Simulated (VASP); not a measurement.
Level of theory: PBE GGA, VASP's PBE PAW potentials (set 64) (plane waves; VASP).

VASP input:

### KPOINTS
```
kpoints
0
G
  5 5 2
0 0 0
```

INCAR:
```
SYSTEM = Tb
PREC = Accurate
ENCUT = 240
EDIFF = 1E-6
NELM = 100
ALGO = Normal
LREAL = .FALSE.
LASPH = .TRUE.
ISMEAR = -1
SIGMA = 0.1
GGA = PE
LMAXMIX = 6
LWAVE = .FALSE.
LCHARG = .FALSE.
ISIF = 2
ISPIN = 2
MAGMOM = 6.0 6.0 6.0 6.0
LORBIT = 11
```

### POSCAR
```
Tb
1
    3.5791780000     0.0000000000     0.0000000000
   -1.7895890000     3.0996590000     0.0000000000
    0.0000000000     0.0000000000    11.5160290000
Tb
4
Direct
  0.0163000000  -0.0020780000  -0.0000760000
 -0.0012910000   0.0100820000   0.5019760000
  0.3253660000   0.6573670000   0.2488840000
  0.6596240000   0.3346290000   0.7492160000
```

POTCAR, in this order: Tb (PBE.64 set). Program: vasp_std.

The resulting files:

File OUTCAR:
```
 ion  position               nearest neighbor table
   1  0.016  0.998  1.000-   3 3.50   4 3.51   3 3.52   4 3.55
   2  0.999  0.010  0.502-   4 3.51   4 3.51   4 3.53   3 3.54
   3  0.325  0.657  0.249-   1 3.50   1 3.52   2 3.54
   4  0.660  0.335  0.749-   2 3.51   1 3.51   2 3.51   2 3.53   1 3.55
  LATTYP: Found a hexagonal cell.
 ALAT       =     3.5791780000
 C/A-ratio  =     3.2175066454
 Subroutine PRICEL returns:
 Original cell was already a primitive cell.
 Subroutine GETGRP returns: Found  1 space group operations
The static configuration has the point symmetry C_1 .
The dynamic configuration has the point symmetry C_1 .
The overall configuration has the point symmetry C_1 .
 Subroutine INISYM returns: Found  1 space group operations
 Subroutine IBZKPT returns following result:
 Found     26 irreducible k-points:

 Following reciprocal coordinates:
            Coordinates               Weight
  0.000000  0.000000  0.000000      1.000000
  0.200000 -0.000000  0.000000      2.000000
  0.000000  0.200000  0.000000      2.000000
 -0.200000  0.200000  0.000000      2.000000
  0.400000 -0.000000  0.000000      2.000000
  0.000000  0.400000  0.000000      2.000000
 -0.400000  0.400000  0.000000      2.000000
  0.200000  0.200000  0.000000      2.000000
 -0.200000  0.400000  0.000000      2.000000
 -0.400000  0.200000  0.000000      2.000000
  0.400000  0.200000  0.000000      2.000000
 -0.200000 -0.400000  0.000000      2.000000
  0.400000  0.400000  0.000000      2.000000
  0.000000  0.000000  0.500000      1.000000
  0.200000 -0.000000  0.500000      2.000000
  0.000000  0.200000  0.500000      2.000000
 -0.200000  0.200000  0.500000      2.000000
  0.400000 -0.000000  0.500000      2.000000
  0.000000  0.400000  0.500000      2.000000
 -0.400000  0.400000  0.500000      2.000000
...
```

OSZICAR:
```
...
DAV:  12    -0.967465015672E+02    0.31172E+01   -0.22254E+02  8558   0.541E+01    0.236E+02
DAV:  13    -0.937589828368E+02    0.29875E+01   -0.45142E+01  9005   0.214E+01    0.144E+02
DAV:  14    -0.689618821495E+02    0.24797E+02   -0.73292E+01  8510   0.310E+01    0.170E+02
DAV:  15    -0.453112228914E+02    0.23651E+02   -0.45198E+01  7947   0.211E+01    0.132E+02
DAV:  16    -0.367350333789E+02    0.85762E+01   -0.50116E+01  7438   0.230E+01    0.123E+02
DAV:  17    -0.347919147445E+02    0.19431E+01   -0.37876E+01  8060   0.180E+01    0.125E+02
DAV:  18    -0.227850387927E+02    0.12007E+02   -0.10795E+01  7314   0.110E+01    0.948E+01
DAV:  19    -0.237480097112E+02   -0.96297E+00   -0.18633E+00  7400   0.110E+01    0.831E+01
DAV:  20    -0.251812161311E+02   -0.14332E+01   -0.66242E-01  8110   0.354E+00    0.816E+01
DAV:  21    -0.235926759564E+02    0.15885E+01   -0.18447E+00  6772   0.594E+00    0.871E+01
DAV:  22    -0.247607598890E+02   -0.11681E+01   -0.12900E+00  7804   0.332E+00    0.750E+01
DAV:  23    -0.266023892193E+02   -0.18416E+01   -0.84915E-01  6777   0.434E+00    0.806E+01
DAV:  24    -0.281952356889E+02   -0.15928E+01   -0.32914E-01  7647   0.210E+00    0.806E+01
DAV:  25    -0.297204260120E+02   -0.15252E+01   -0.28658E+00  7314   0.431E+00    0.709E+01
DAV:  26    -0.300221392924E+02   -0.30171E+00   -0.18294E-01  7115   0.133E+00    0.703E+01
DAV:  27    -0.297918994019E+02    0.23024E+00   -0.47323E-02  7929   0.756E-01    0.699E+01
DAV:  28    -0.303141315973E+02   -0.52223E+00   -0.40248E-01  6547   0.241E+00    0.695E+01
DAV:  29    -0.303703118342E+02   -0.56180E-01   -0.54859E-02  8405   0.742E-01    0.695E+01
DAV:  30    -0.308892330861E+02   -0.51892E+00   -0.24697E-01  7024   0.222E+00    0.707E+01
DAV:  31    -0.310180913529E+02   -0.12886E+00   -0.59162E-02  8452   0.104E+00    0.706E+01
DAV:  32    -0.310310982311E+02   -0.13007E-01   -0.13745E-02  7986   0.500E-01    0.706E+01
DAV:  33    -0.312634084428E+02   -0.23231E+00   -0.24698E-02  7257   0.702E-01    0.717E+01
DAV:  34    -0.310971253267E+02    0.16628E+00   -0.45943E-02  6808   0.138E+00    0.704E+01
DAV:  35    -0.310104194619E+02    0.86706E-01   -0.23396E-02  7817   0.802E-01    0.704E+01
DAV:  36    -0.311200836597E+02   -0.10966E+00   -0.11386E-01  6709   0.169E+00    0.703E+01
DAV:  37    -0.310194244157E+02    0.10066E+00   -0.13370E-02  8007   0.646E-01    0.701E+01
DAV:  38    -0.316635433014E+02   -0.64412E+00   -0.52411E-01  6478   0.272E+00    0.697E+01
DAV:  39    -0.318956068311E+02   -0.23206E+00   -0.91848E-02  7775   0.113E+00    0.690E+01
DAV:  40    -0.319025026899E+02   -0.68959E-02   -0.13711E-01  6798   0.169E+00    0.689E+01
DAV:  41    -0.329853072954E+02   -0.10828E+01   -0.40472E-01  6515   0.286E+00    0.663E+01
DAV:  42    -0.367046002768E+02   -0.37193E+01   -0.27960E+00  6720   0.913E+00    0.590E+01
DAV:  43    -0.369974340868E+02   -0.29283E+00   -0.13691E+00  8197   0.777E+00    0.552E+01
DAV:  44    -0.354131348166E+02    0.15843E+01   -0.18523E+00  8426   0.563E+00    0.503E+01
DAV:  45    -0.353952271766E+02    0.17908E-01   -0.43799E-01  8465   0.230E+00    0.501E+01
DAV:  46    -0.353921580551E+02    0.30691E-02   -0.39504E-02  8679   0.945E-01    0.492E+01
DAV:  47    -0.354247598037E+02   -0.32602E-01   -0.97377E-03  8943   0.433E-01    0.491E+01
DAV:  48    -0.352870089935E+02    0.13775E+00   -0.59898E-03  7446   0.411E-01    0.486E+01
DAV:  49    -0.349302334044E+02    0.35678E+00   -0.32329E-02  7935   0.757E-01    0.480E+01
DAV:  50    -0.354433107892E+02   -0.51308E+00   -0.34846E-02  8169   0.994E-01    0.481E+01
DAV:  51    -0.407917178096E+02   -0.53484E+01   -0.10109E+01  7542   0.126E+01    0.104E+02
DAV:  52    -0.367625980441E+02    0.40291E+01   -0.29013E+00  7409   0.619E+00    0.680E+01
DAV:  53    -0.352329816358E+02    0.15296E+01   -0.10523E+00  8083   0.406E+00    0.466E+01
DAV:  54    -0.356455445840E+02   -0.41256E+00   -0.14904E+00  8529   0.528E+00    0.462E+01
DAV:  55    -0.366945759987E+02   -0.10490E+01   -0.64807E-01  8499   0.446E+00    0.435E+01
DAV:  56    -0.388591144474E+02   -0.21645E+01   -0.77746E+00  7570   0.119E+01    0.455E+01
DAV:  57    -0.385599580754E+02    0.29916E+00   -0.18595E+00  9058   0.109E+01    0.421E+01
DAV:  58    -0.386336911166E+02   -0.73733E-01   -0.18184E+00  8366   0.603E+00    0.462E+01
DAV:  59    -0.396958629279E+02   -0.10622E+01   -0.42997E-01  8929   0.624E+00    0.484E+01
DAV:  60    -0.400759517303E+02   -0.38009E+00   -0.64548E-01  7188   0.453E+00    0.506E+01
DAV:  61    -0.394639990317E+02    0.61195E+00   -0.21806E+01  7633   0.251E+01    0.639E+01
DAV:  62    -0.395685354295E+02   -0.10454E+00   -0.14896E+00  8627   0.784E+00    0.579E+01
DAV:  63    -0.384675642332E+02    0.11010E+01   -0.18261E+00  8343   0.609E+00    0.496E+01
DAV:  64    -0.387893752563E+02   -0.32181E+00   -0.25374E+00  8449   0.788E+00    0.453E+01
DAV:  65    -0.386157225157E+02    0.17365E+00   -0.27910E-01  9026   0.285E+00    0.448E+01
DAV:  66    -0.689559473445E+02   -0.30340E+02   -0.57241E+01  8789   0.387E+01    0.129E+02
DAV:  67    -0.339634415465E+02    0.34993E+02   -0.24960E+01  9333   0.230E+01    0.454E+01
DAV:  68    -0.345253359257E+02   -0.56189E+00   -0.21893E+00  8685   0.515E+00    0.472E+01
DAV:  69    -0.345281790102E+02   -0.28431E-02   -0.17180E-01  8085   0.166E+00    0.463E+01
DAV:  70    -0.340468595032E+02    0.48132E+00   -0.12478E-01  8215   0.153E+00    0.448E+01
DAV:  71    -0.340567202064E+02   -0.98607E-02   -0.11352E+00  7788   0.493E+00    0.498E+01
DAV:  72    -0.333749051588E+02    0.68182E+00   -0.23666E-01  8035   0.257E+00    0.482E+01
DAV:  73    -0.333887985077E+02   -0.13893E-01   -0.29738E-02  7839   0.684E-01    0.482E+01
DAV:  74    -0.333655071158E+02    0.23291E-01   -0.47390E-03  9187   0.429E-01    0.483E+01
DAV:  75    -0.332398224201E+02    0.12568E+00   -0.13825E-02  7876   0.478E-01    0.477E+01
DAV:  76    -0.340439660184E+02   -0.80414E+00   -0.20397E+00  7534   0.911E+00    0.441E+01
DAV:  77    -0.345047768630E+02   -0.46081E+00   -0.24835E-01  8122   0.366E+00    0.441E+01
DAV:  78    -0.352439039776E+02   -0.73913E+00   -0.44316E-01  8062   0.457E+00    0.441E+01
DAV:  79    -0.360887569400E+02   -0.84485E+00   -0.42453E-01  8452   0.394E+00    0.450E+01
DAV:  80    -0.367656850691E+02   -0.67693E+00   -0.27787E-01  9154   0.356E+00    0.454E+01
DAV:  81    -0.356667073509E+02    0.10990E+01   -0.66549E-01  8311   0.621E+00    0.432E+01
DAV:  82    -0.357586680721E+02   -0.91961E-01   -0.81754E-02  7989   0.122E+00    0.435E+01
DAV:  83    -0.357692658458E+02   -0.10598E-01   -0.18203E-02  8936   0.742E-01    0.436E+01
DAV:  84    -0.356515839976E+02    0.11768E+00   -0.70045E-02  8841   0.117E+00    0.437E+01
DAV:  85    -0.356380899647E+02    0.13494E-01   -0.66661E-02  8599   0.995E-01    0.436E+01
DAV:  86    -0.361554142078E+02   -0.51732E+00   -0.30581E-01  7846   0.340E+00    0.430E+01
DAV:  87    -0.360815733804E+02    0.73841E-01   -0.11693E-01  8189   0.297E+00    0.411E+01
DAV:  88    -0.363351769954E+02   -0.25360E+00   -0.58036E-01  8458   0.313E+00    0.398E+01
DAV:  89    -0.364423214147E+02   -0.10714E+00   -0.19850E-01  7879   0.220E+00    0.388E+01
DAV:  90    -0.364548332875E+02   -0.12512E-01   -0.38089E-02  7635   0.820E-01    0.389E+01
DAV:  91    -0.362528987448E+02    0.20193E+00   -0.25615E-01  7952   0.260E+00    0.404E+01
DAV:  92    -0.361577803831E+02    0.95118E-01   -0.11247E-01  7410   0.194E+00    0.385E+01
DAV:  93    -0.361436068335E+02    0.14174E-01   -0.11415E-02  7797   0.548E-01    0.387E+01
DAV:  94    -0.361806333398E+02   -0.37027E-01   -0.31703E-02  7812   0.145E+00    0.384E+01
DAV:  95    -0.362230499955E+02   -0.42417E-01   -0.44119E-02  8926   0.114E+00    0.387E+01
DAV:  96    -0.365961594959E+02   -0.37311E+00   -0.53645E+00  8281   0.827E+00    0.519E+01
DAV:  97    -0.364251523822E+02    0.17101E+00   -0.29830E+00  7878   0.720E+00    0.390E+01
DAV:  98    -0.367882159468E+02   -0.36306E+00   -0.10392E+00  8605   0.380E+00    0.378E+01
DAV:  99    -0.371408222512E+02   -0.35261E+00   -0.31239E-01  8048   0.324E+00    0.405E+01
DAV: 100    -0.372354496246E+02   -0.94627E-01   -0.11813E-01  8157   0.158E+00
   1 F= -.37235450E+02 E0= -.36993175E+02  d E =-.484549E+00  mag=     6.1201
```

### OUTCAR
```
------------------------ aborting loop EDIFF was not reached (unconverged)  ----------------------------
  FORCE on cell =-STRESS in cart. coord.  units (eV):
  Direction    XX          YY          ZZ          XY          YZ          ZX
  --------------------------------------------------------------------------------------
  Total       22.3600411     19.3343173    -95.8901120     -6.1410601     -0.2056523     -0.8537333
  in kB      280.4033608    242.4596410  -1202.4982205    -77.0112126     -2.5789572    -10.7061378
  external PRESSURE =    -226.5450729 kB  Pullay stress =       0.0000000 kB
  volume of cell :      127.76
      direct lattice vectors                 reciprocal lattice vectors
     3.579178000  0.000000000  0.000000000     0.279393760  0.161308066  0.000000000
    -1.789589000  3.099659000  0.000000000     0.000000000  0.322616133  0.000000000
     0.000000000  0.000000000 11.516029000     0.000000000  0.000000000  0.086835488
 POSITION                                       TOTAL-FORCE (eV/Angst)
 -----------------------------------------------------------------------------------
     -1.72753      3.09322     11.51515        -0.063569     -0.005654     -0.846371
      3.55651      0.03125      5.78077        -0.006788     -0.031422      1.010952
     -0.01187      2.03761      2.86616         0.045796      0.037421      1.144911
      1.76206      1.03724      8.62799         0.024562     -0.000345     -1.309493
 -----------------------------------------------------------------------------------
    total drift:                                0.053268     -0.007372     -0.154012
  FREE ENERGIE OF THE ION-ELECTRON SYSTEM (eV)
  ---------------------------------------------------
  free  energy   TOTEN  =       -37.2354496246 eV

  energy  without entropy=      -36.7509006419  energy(sigma->0) =      -36.99317513

 total charge

# of ion       s       p       d       f       tot
--------------------------------------------------
    1        2.083   5.690   0.541   6.894  15.207
    2        2.083   5.690   0.634   8.922  17.328
    3        2.083   5.685   0.488   6.987  15.242
    4        2.080   5.679   0.465   9.375  17.599
--------------------------------------------------
tot          8.328  22.743   2.127  32.177  65.375

 magnetization (x)

# of ion       s       p       d       f       tot
--------------------------------------------------
    1        0.007  -0.016   0.241   6.846   7.077
    2        0.005  -0.009   0.274   4.881   5.151
    3       -0.004   0.058   0.026  -6.789  -6.709
    4       -0.003   0.033   0.038  -4.281  -4.214
--------------------------------------------------
tot          0.005   0.066   0.578   0.657   1.305
```
(Selected blocks of OUTCAR.)

### stdout
```
...
DAV:  81    -0.356667073509E+02    0.10990E+01   -0.66549E-01  8311   0.621E+00    0.432E+01
DAV:  82    -0.357586680721E+02   -0.91961E-01   -0.81754E-02  7989   0.122E+00    0.435E+01
DAV:  83    -0.357692658458E+02   -0.10598E-01   -0.18203E-02  8936   0.742E-01    0.436E+01
DAV:  84    -0.356515839976E+02    0.11768E+00   -0.70045E-02  8841   0.117E+00    0.437E+01
DAV:  85    -0.356380899647E+02    0.13494E-01   -0.66661E-02  8599   0.995E-01    0.436E+01
DAV:  86    -0.361554142078E+02   -0.51732E+00   -0.30581E-01  7846   0.340E+00    0.430E+01
DAV:  87    -0.360815733804E+02    0.73841E-01   -0.11693E-01  8189   0.297E+00    0.411E+01
DAV:  88    -0.363351769954E+02   -0.25360E+00   -0.58036E-01  8458   0.313E+00    0.398E+01
DAV:  89    -0.364423214147E+02   -0.10714E+00   -0.19850E-01  7879   0.220E+00    0.388E+01
DAV:  90    -0.364548332875E+02   -0.12512E-01   -0.38089E-02  7635   0.820E-01    0.389E+01
DAV:  91    -0.362528987448E+02    0.20193E+00   -0.25615E-01  7952   0.260E+00    0.404E+01
DAV:  92    -0.361577803831E+02    0.95118E-01   -0.11247E-01  7410   0.194E+00    0.385E+01
DAV:  93    -0.361436068335E+02    0.14174E-01   -0.11415E-02  7797   0.548E-01    0.387E+01
DAV:  94    -0.361806333398E+02   -0.37027E-01   -0.31703E-02  7812   0.145E+00    0.384E+01
DAV:  95    -0.362230499955E+02   -0.42417E-01   -0.44119E-02  8926   0.114E+00    0.387E+01
DAV:  96    -0.365961594959E+02   -0.37311E+00   -0.53645E+00  8281   0.827E+00    0.519E+01
DAV:  97    -0.364251523822E+02    0.17101E+00   -0.29830E+00  7878   0.720E+00    0.390E+01
DAV:  98    -0.367882159468E+02   -0.36306E+00   -0.10392E+00  8605   0.380E+00    0.378E+01
DAV:  99    -0.371408222512E+02   -0.35261E+00   -0.31239E-01  8048   0.324E+00    0.405E+01
DAV: 100    -0.372354496246E+02   -0.94627E-01   -0.11813E-01  8157   0.158E+00

 -----------------------------------------------------------------------------
|                                                                             |
|           W    W    AA    RRRRR   N    N  II  N    N   GGGG   !!!           |
|           W    W   A  A   R    R  NN   N  II  NN   N  G    G  !!!           |
|           W    W  A    A  R    R  N N  N  II  N N  N  G       !!!           |
|           W WW W  AAAAAA  RRRRR   N  N N  II  N  N N  G  GGG   !            |
|           WW  WW  A    A  R   R   N   NN  II  N   NN  G    G                |
|           W    W  A    A  R    R  N    N  II  N    N   GGGG   !!!           |
|                                                                             |
|     The electronic self-consistency was not achieved in the given           |
|     number of steps (NELM). The forces and other quantities evaluated       |
|     might not be reliable so examine the results carefully. If you find     |
|     spurious results, we suggest increasing NELM, if you were close to      |
|     convergence or switching to a different ALGO or adjusting the           |
|     density mixing parameters otherwise.                                    |
|                                                                             |
 -----------------------------------------------------------------------------

   1 F= -.37235450E+02 E0= -.36993175E+02  d E =-.484549E+00  mag=     6.1201
```

The run did not converge; its last values are not results.

At this cut-off the stress carries a Pulay error, which pulls relaxed volumes low.

The structure was generated: Tb was put into an ordered model structure, which need not be its known phase. The cell was not relaxed at this level, atoms are displaced from their ideal sites. The k-mesh is coarse (spacing up to 0.41 per Å, 2π included), so the numbers may not be converged in it. The run is one of a series of settings (ENCUT = 240 against the base run), some of them coarse on purpose.
